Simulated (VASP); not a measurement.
Input of a VASP 6.6.1 run:

File INCAR:

```
PREC = Accurate
ENCUT = 520
EDIFF = 1E-6
ISMEAR = 0
SIGMA = 0.15
LREAL = F
LASPH = T
NELM = 100
ALGO = Normal
ISIF = 2
LWAVE = F
LCHARG = T
GGA = PE
LELF = T
LVHAR = T
NBANDS = 28
```

KPOINTS

```
regular mesh
0
Gamma
  5 5 1
```

The input POSCAR:

```
Be12Br
1.0
    4.5800000000      0.0000000000      0.0000000000
    2.2900000000      3.9663960000      0.0000000000
    0.0000000000      0.0000000000     15.5884300000
Be Br
12 1
Direct
    0.0000000000      0.0000000000      0.0641500780
    0.5000000000      0.0000000000      0.0641500780
    0.0000000000      0.5000000000      0.0641500780
    0.5000000000      0.5000000000      0.0641500780
   -0.1602021654      0.3300921038      0.1842110463
    0.3301190227      0.3300903389      0.1842123934
   -0.1666585338      0.8333227444      0.1775389824
    0.3301181437      0.8397741930      0.1842122651
   -0.0038577941     -0.0039237131      0.3053800800
    0.5077726451     -0.0039169059      0.3053782196
   -0.0038511031      0.5077022062      0.3053815554
    0.5000199710      0.4999740318      0.2888220302
    0.1666823269      0.1666480099      0.4278842706
```

Potentials or basis: VASP PAW PBE potentials, release 64 (Be, Br).

Launch:

```sh
$ cat potpaw_PBE.64/Be/POTCAR potpaw_PBE.64/Br/POTCAR > POTCAR
$ mpirun -np 1 vasp_std > vasp.out
```

(1) Predict the band gap on the k mesh.

(2) Estimate the largest force.

Answers

(1) none (metal or under the smearing width).

(2) 0.264 eV/Å.

Caveat: an odd number of electrons without spin polarisation forces a metal; a magnetic or distorted state may lie lower.
